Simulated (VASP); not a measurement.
# Which face does Nb expose?, part 5 of 6

Aim: compare the low-index faces of Nb at one level of theory.

VASP 6.6.1; PBEsol; plane waves and PAW (Nb_pv).

So far. Step 5 (Potential and states of the slab, 7 atoms, face Nb(110)): The vacuum level lies 4.63 eV above the Fermi level at the upper face; both faces agree, as the slab has next to no dipole. Step 6 (Surface relaxation, 9 atoms, face Nb(100)): The run ended after 13 ionic steps, 0.258 eV below its first step, once the forces on the free atoms met EDIFFG = -0.03.

## (7) Potential and states of the slab, 9 atoms, face Nb(100)

INCAR reads:

```
SYSTEM = Nb
PREC = Normal
ENCUT = 320
EDIFF = 1E-06
NELM = 120
ISMEAR = 1
SIGMA = 0.15
LREAL = .FALSE.
ALGO = Fast
GGA = PS
NBANDS = 61
LASPH = .TRUE.
LORBIT = 11
LWAVE = .FALSE.
LCHARG = .TRUE.
KPAR = 4
IDIPOL = 3
LDIPOL = .TRUE.
DIPOL = 0.5 0.5 0.5
LVHAR = .TRUE.
LVACPOTAV = .TRUE.
NEDOS = 1500
```

POSCAR reads:

```
Nb
1.0
    3.2839955470      0.0000000000      0.0000000000
    0.0000000000      3.2839955470      0.0000000000
    0.0000000000      0.0000000000     28.1359821880
Nb
9
Direct
    0.0000000000      0.0000000000      0.2717555959
    0.5000000000      0.5000000000      0.3236817120
    0.0000000000      0.0000000000      0.3815163898
    0.5000000000      0.5000000000      0.4425549297
    0.0000000000      0.0000000000      0.5000000000
    0.5000000000      0.5000000000      0.5574450703
    0.0000000000      0.0000000000      0.6184836102
    0.5000000000      0.5000000000      0.6763182880
    0.0000000000      0.0000000000      0.7282444041
```

KPOINTS reads:

```
Automatic mesh
0
Gamma
9 9 1
0 0 0
```

PAW data sets: Nb_pv (PBE family, release 64).

Command:

```console
$ mpirun -np 4 vasp_std
```

The program printed:

```text
[... set-up lines as in an earlier step ...]
 entering main loop
       N       E                     dE             d eps       ncg     rms          rms(c)
DAV:   1     0.101178978445E+04    0.10118E+04   -0.42078E+04  2334   0.114E+03
DAV:   2    -0.176301479403E+02   -0.10294E+04   -0.10027E+04  1885   0.646E+02
DAV:   3    -0.970420563816E+02   -0.79412E+02   -0.73987E+02  2948   0.136E+02
DAV:   4    -0.103583920446E+03   -0.65419E+01   -0.62071E+01  2756   0.417E+01
DAV:   5    -0.103973699957E+03   -0.38978E+00   -0.38013E+00  3092   0.816E+00    0.551E+01
RMM:   6    -0.134190780586E+03   -0.30217E+02   -0.14373E+02  2754   0.417E+01    0.312E+01
RMM:   7    -0.172378029984E+03   -0.38187E+02   -0.16057E+02  2740   0.632E+01    0.307E+01
RMM:   8    -0.100684850301E+03    0.71693E+02   -0.13026E+01  2136   0.324E+01    0.135E+01
RMM:   9    -0.946573201879E+02    0.60275E+01   -0.97884E+00  2433   0.159E+01    0.105E+01
RMM:  10    -0.944627648048E+02    0.19456E+00   -0.24847E+00  2616   0.746E+00    0.642E+00
RMM:  11    -0.942130022745E+02    0.24976E+00   -0.11187E+00  2912   0.321E+00    0.551E+00
RMM:  12    -0.941063057721E+02    0.10670E+00   -0.52259E-01  2727   0.285E+00    0.422E+00
RMM:  13    -0.939268232434E+02    0.17948E+00   -0.88314E-01  2768   0.320E+00    0.187E+00
RMM:  14    -0.938787311312E+02    0.48092E-01   -0.46796E-01  2792   0.213E+00    0.691E-01
RMM:  15    -0.939034152152E+02   -0.24684E-01   -0.25001E-01  2983   0.120E+00    0.508E-01
RMM:  16    -0.939095758313E+02   -0.61606E-02   -0.10156E-01  3121   0.701E-01    0.373E-01
RMM:  17    -0.939207689771E+02   -0.11193E-01   -0.71123E-02  2735   0.486E-01    0.447E-01
RMM:  18    -0.939202718917E+02    0.49709E-03   -0.29188E-02  2727   0.442E-01    0.296E-01
RMM:  19    -0.939216113178E+02   -0.13394E-02   -0.33474E-02  2759   0.360E-01    0.103E-01
RMM:  20    -0.939228588051E+02   -0.12475E-02   -0.12437E-02  2862   0.231E-01    0.882E-02
RMM:  21    -0.939239478803E+02   -0.10891E-02   -0.10868E-02  2854   0.139E-01    0.632E-02
RMM:  22    -0.939245810482E+02   -0.63317E-03   -0.50375E-03  2721   0.135E-01    0.498E-02
RMM:  23    -0.939250852135E+02   -0.50417E-03   -0.49188E-03  2887   0.871E-02    0.510E-02
RMM:  24    -0.939252940405E+02   -0.20883E-03   -0.23995E-03  2638   0.539E-02    0.362E-02
RMM:  25    -0.939255327947E+02   -0.23875E-03   -0.21640E-03  2451   0.440E-02    0.395E-02
RMM:  26    -0.939256399877E+02   -0.10719E-03   -0.11071E-03  2682   0.479E-02    0.241E-02
RMM:  27    -0.939257715282E+02   -0.13154E-03   -0.10574E-03  2531   0.340E-02    0.129E-02
RMM:  28    -0.939258595234E+02   -0.87995E-04   -0.65745E-04  2381   0.251E-02    0.690E-03
RMM:  29    -0.939259360588E+02   -0.76535E-04   -0.60533E-04  2145   0.199E-02    0.584E-03
RMM:  30    -0.939259854698E+02   -0.49411E-04   -0.34356E-04  2106   0.191E-02    0.743E-03
RMM:  31    -0.939260210828E+02   -0.35613E-04   -0.31647E-04  1882   0.134E-02    0.856E-03
RMM:  32    -0.939260391603E+02   -0.18077E-04   -0.17695E-04  1725   0.110E-02    0.806E-03
RMM:  33    -0.939260555766E+02   -0.16416E-04   -0.16238E-04  1686   0.804E-03    0.683E-03
RMM:  34    -0.939260649006E+02   -0.93239E-05   -0.93385E-05  1523   0.683E-03    0.654E-03
RMM:  35    -0.939260737262E+02   -0.88257E-05   -0.86789E-05  1378   0.551E-03    0.707E-03
RMM:  36    -0.939260777628E+02   -0.40366E-05   -0.48830E-05  1608   0.652E-03    0.631E-03
RMM:  37    -0.939260822677E+02   -0.45049E-05   -0.45227E-05  1576   0.574E-03    0.437E-03
RMM:  38    -0.939260848376E+02   -0.25699E-05   -0.26480E-05  1563   0.554E-03    0.548E-03
RMM:  39    -0.939260872916E+02   -0.24541E-05   -0.24578E-05  1528   0.522E-03    0.300E-03
RMM:  40    -0.939260886959E+02   -0.14043E-05   -0.14408E-05  1519   0.539E-03    0.448E-03
RMM:  41    -0.939260900208E+02   -0.13249E-05   -0.13535E-05  1334   0.442E-03    0.218E-03
RMM:  42    -0.939260908741E+02   -0.85329E-06   -0.89389E-06  1085   0.399E-03
 [... a notice as in an earlier step ...]

   1 F= -.93926091E+02 E0= -.93930402E+02  d E =0.129348E-01
```

It took 88 s on 4 MPI ranks of AMD EPYC 7R43, shared host; peak memory 0.77 GiB.

From OUTCAR (step 7):

```text
   NELECT =      99.0000    total number of electrons

 dipolmoment           0.000000      0.000000     -0.000000 electrons x Angstroem

 E-fermi :   1.0651

 k-point     1 :       0.0000    0.0000    0.0000
  band No.  band energies     occupation
    ...
     38      -1.6408      2.00000
     39      -1.3686      2.00000
     40      -1.2195      2.00000
     41      -0.2262      2.00000
     42       0.9470      1.97334
     43       1.1690      0.08545
     44       1.1774      0.04860
     45       1.2203     -0.05668
     46       1.2534     -0.07064
     47       1.2535     -0.07063
    ...

  Total       -2.4575654     -2.4575654     -0.7175472      0.0000000      0.0000000     -0.0000000
  in kB      -12.9762279    -12.9762279     -3.7887317      0.0000000      0.0000000     -0.0000000
  external PRESSURE =      -9.9137292 kB  Pullay stress =       0.0000000 kB

 POSITION                                       TOTAL-FORCE (eV/Angst)
 -----------------------------------------------------------------------------------
      0.00000      0.00000      7.64611         0.000000     -0.000000      0.017900
      1.64200      1.64200      9.10710        -0.000000     -0.000000      0.018382
      0.00000      0.00000     10.73434        -0.000000      0.000000     -0.024827
      1.64200      1.64200     12.45172         0.000000     -0.000000      0.003625
      0.00000      0.00000     14.06799         0.000000     -0.000000      0.000000
      1.64200      1.64200     15.68426        -0.000000      0.000000     -0.003625
      0.00000      0.00000     17.40164         0.000000      0.000000      0.024827
      1.64200      1.64200     19.02888         0.000000     -0.000000     -0.018382
      0.00000      0.00000     20.48987         0.000000     -0.000000     -0.017900
 -----------------------------------------------------------------------------------
    total drift:                                0.000000      0.000000      0.000000

  FREE ENERGIE OF THE ION-ELECTRON SYSTEM (eV)
  ---------------------------------------------------
  free  energy   TOTEN  =       -93.9260908741 eV

  energy  without entropy=      -93.9390256764  energy(sigma->0) =      -93.93040247

 vacuum level on the upper side and lower side of the slab         4.736         4.736

[... 7 parts as in an earlier step ...]

[... 10 further parts left out ...]
```

This step gave:

| Property | Result |
| --- | --- |
| electronic cycles | 42 |
| Fermi energy | 1.065 eV |
| vacuum levels | 4.736, 4.736 eV |
| work functions of the upper and lower face | 3.671, 3.671 eV |

Zero at the Fermi level. Planar average of the electrostatic potential against height:

height (Å), planar average of the electrostatic potential (eV) and a bar from the least value:
```
        0       3.67 ##############################
        1       3.67 ##############################
        2       3.67 ##############################
        3       3.67 ##############################
        4       3.66 ##############################
        5       3.55 ##############################
        6       2.61 ###########################
        7      -2.91 ##########
        8      -6.34 
        9      -5.64 ##
       10      -5.13 ####
       11      -5.04 ####
       12      -4.61 #####
       13      -5.05 ####
       14      -5.27 ####
       15      -5.07 ####
       16      -4.87 #####
       17      -4.75 #####
       18      -5.13 ####
       19      -5.52 ###
       20      -6.45 
       21      -3.76 ########
       22       2.26 ##########################
       23       3.51 ##############################
       24       3.66 ##############################
       25       3.67 ##############################
       26       3.67 ##############################
       27       3.67 ##############################
       28       3.67 ##############################
```

Density of states in the PAW spheres, an atom over height of the layer and energy from the Fermi level.

Ten even steps from '_' (0.00 states/eV) to '@' (2.09 states/eV), each cell a mean:
```
@@------::------@@
==::--==--==--::==
++--++##**##++--++
++====++++++====++
++++++++++++++++++
**%%**********%%**
==++==------==++==
======------======
========++========
--====------====--
::--------------::
__..............__
__________________
__________________
__________________
__________________
__________________
__________________
__________________
__________________
__________________
__________________
```
Columns: height of the layer (Å) from 7.6 to 20.5 (not evenly spaced); rows upwards: energy from the Fermi level (eV) from -7.9 to 0.5.

Valence density in the ca plane at fractional y = 0.000, with atoms of Nb within 0.2 Å of it. It is the smooth field of the valence electrons, not physical close to the nuclei.

Ten even steps from '0' (0.0 e/Å³) to '9' (4.5 e/Å³), each cell a mean:
```
01588510001488620001378620002588510000000000
00244200000244310000134310001244200000000000
00011000000011000000011100000011000000000000
00000000000000000000000000000000000000000000
00000000000000000000000000000000000000000000
00000000000000000000000000000000000000000000
00122100000122100000122100000122100000000000
01366410000366410000257520001466300000000000
01599610001599620001489730002699510000000000
```
Columns run along c (16.0 Å, from fractional 0.34 to 0.91 of the cell), rows up along a (3.3 Å). Atoms in or near the plane, at fractional coordinates: Nb at (0.38, 0.00), Nb at (0.50, 0.00), Nb at (0.62, 0.00), Nb at (0.73, 0.00).

The map of layer states is cut here 0.5 eV above the Fermi level, so it leaves out the states above that.

The vacuum level lies 3.67 eV above the Fermi level at the upper face; both faces agree, as the slab has next to no dipole.

The program found no field-free point at its default tolerance, but its printed level agrees with the flat part of the planar average.

On this mesh the fine structure of the density of states is sampling noise, and high empty states may be cut by the number of bands.

## (8) Relaxing the slab, 11 atoms, face Nb(111)

System of this step: Nb(111). The cell holds 11 atoms: 11 Nb. Its edges and angles: a = 4.644 Å, b = 4.644 Å, c = 24.480 Å, α = 90.0°, β = 90.0°, γ = 60.0°. It derives from Nb. 11 layers of bcc Nb, cut at this functional's lattice. Vacuum lies along c.

INCAR reads:

```
SYSTEM = Nb
PREC = Normal
ENCUT = 320
EDIFF = 1E-05
NELM = 120
ISMEAR = 1
SIGMA = 0.15
LREAL = .FALSE.
ALGO = Fast
GGA = PS
NBANDS = 75
LASPH = .TRUE.
LORBIT = 11
LWAVE = .FALSE.
LCHARG = .FALSE.
KPAR = 4
IBRION = 2
NSW = 40
ISIF = 2
EDIFFG = -0.03
POTIM = 0.4
MAXMIX = 40
```

POSCAR reads:

```
Nb
1.0
    4.6442710413      0.0000000000      0.0000000000
    2.3221355207      4.0220567039      0.0000000000
    0.0000000000      0.0000000000     24.4800785654
Nb
11
Direct
    0.6666666700      0.6666666700      0.3063715700
    0.0000000000      0.0000000000      0.3450972500
    0.3333333300      0.3333333300      0.3838229400
    0.6666666700      0.6666666700      0.4225486300
    0.0000000000      0.0000000000      0.4612743100
    0.3333333300      0.3333333300      0.5000000000
    0.6666666700      0.6666666700      0.5387256900
    0.0000000000      0.0000000000      0.5774513700
    0.3333333300      0.3333333300      0.6161770600
    0.6666666700      0.6666666700      0.6549027500
    0.0000000000      0.0000000000      0.6936284300
```

KPOINTS is that of step 7.

Command:

```console
$ mpirun -np 4 vasp_std
```

The program printed:

```text
[banner, memory and clock lines left out]
running    4 mpi-ranks, on    1 nodes
[...]
[... a notice as in an earlier step ...]

 LDA part: xc-table for (Slater+PW92), standard interpolation
 POSCAR, INCAR and KPOINTS ok, starting setup
[...]
entering main loop
       N       E                     dE             d eps       ncg     rms          rms(c)
DAV:   1     0.114895360868E+04    0.11490E+04   -0.51612E+04  2360   0.107E+03
DAV:   2    -0.316875168177E+02   -0.11806E+04   -0.11413E+04  1956   0.613E+02
DAV:   3    -0.119668698560E+03   -0.87981E+02   -0.83294E+02  2752   0.138E+02
DAV:   4    -0.126146092263E+03   -0.64774E+01   -0.62451E+01  2728   0.388E+01
[...]
RMM:  31    -0.112194750687E+03   -0.14006E-04   -0.13696E-04  1106   0.156E-02    0.362E-03
RMM:  32    -0.112194761651E+03   -0.10964E-04   -0.10747E-04  1006   0.136E-02    0.515E-03
RMM:  33    -0.112194768814E+03   -0.71630E-05   -0.73529E-05   904   0.115E-02
   1 F= -.11219477E+03 E0= -.11219600E+03  d E =-.112195E+03
[... from here on, the cycles between the ionic steps are left out ...]
   2 F= -.11252674E+03 E0= -.11252981E+03  d E =-.331973E+00
   3 F= -.11275929E+03 E0= -.11276118E+03  d E =-.564520E+00
   4 F= -.11279626E+03 E0= -.11279666E+03  d E =-.369696E-01
   5 F= -.11283407E+03 E0= -.11283040E+03  d E =-.747796E-01
   6 F= -.11285000E+03 E0= -.11284668E+03  d E =-.159287E-01
   7 F= -.11285416E+03 E0= -.11285147E+03  d E =-.200889E-01
   8 F= -.11285432E+03 E0= -.11285180E+03  d E =-.202541E-01
   9 F= -.11285643E+03 E0= -.11285360E+03  d E =-.211090E-02
  10 F= -.11285721E+03 E0= -.11285405E+03  d E =-.288866E-02
  11 F= -.11285851E+03 E0= -.11285500E+03  d E =-.129508E-02
 trial-energy change:   -0.001295  1 .order   -0.001092   -0.002068   -0.000116
 step:   2.4139(harm=  2.4681)  dis= 0.01185  next Energy=  -112.858508 (dE=-0.130E-02)
 reached required accuracy - stopping structural energy minimisation
```

It took 9.3 min on 4 MPI ranks; peak memory 1.1 GiB.

From OUTCAR (step 8):

```text
  Total       -3.7642613     -3.7642613     -0.7849692     -0.0000000      0.0000000      0.0000000
  in kB      -13.1889975    -13.1889975     -2.7503289     -0.0000000      0.0000000      0.0000000
  external PRESSURE =      -9.7094413 kB  Pullay stress =       0.0000000 kB

 POSITION                                       TOTAL-FORCE (eV/Angst)
 -----------------------------------------------------------------------------------
      4.64427      2.68137      7.81137        -0.000000     -0.000000      0.000258
      0.00000      0.00000      8.48082        -0.000000     -0.000000      0.001495
      2.32214      1.34069      9.30416         0.000000      0.000000     -0.000117
      4.64427      2.68137     10.41486         0.000000      0.000000     -0.022415
      2.32214      4.02206     11.27063         0.000000      0.000000      0.006653
      2.32214      1.34069     12.24004        -0.000000      0.000000      0.000000
      4.64427      2.68137     13.20945        -0.000000     -0.000000     -0.006653
      0.00000      0.00000     14.06522        -0.000000     -0.000000      0.022415
      2.32214      1.34069     15.17592         0.000000     -0.000000      0.000117
      4.64427      2.68137     15.99926         0.000000      0.000000     -0.001495
      0.00000      0.00000     16.66871         0.000000      0.000000     -0.000258
 -----------------------------------------------------------------------------------
    total drift:                               -0.000010     -0.000006      0.000693

  FREE ENERGIE OF THE ION-ELECTRON SYSTEM (eV)
  ---------------------------------------------------
  free  energy   TOTEN  =      -112.8585062611 eV

  energy  without entropy=     -112.8479993499  energy(sigma->0) =     -112.85500396

[... 1 part as in an earlier step ...]

[... 3 further parts left out ...]
[key lines of the parts left out:]
E-fermi :  -0.0060
```

The run keeps the 12 symmetry operations of its start, so it cannot find a distortion of lower symmetry.

[end of part 5 of 6]

[Lines on the potential files, build, host, timing and source positions are cut from VASP's logs without a mark.]

[Logs are printed without paths, hosts, clocks, repeated set-up lines and the standing remarks that a program may print on its own settings, such as how far it seeks lower states.]

[Hosts, paths, dates, database ids (printed as entryN), source tags and the programs' standing remarks are cut or masked in the printed files.]

[Runs that stopped without an error message from VASP are left out.]
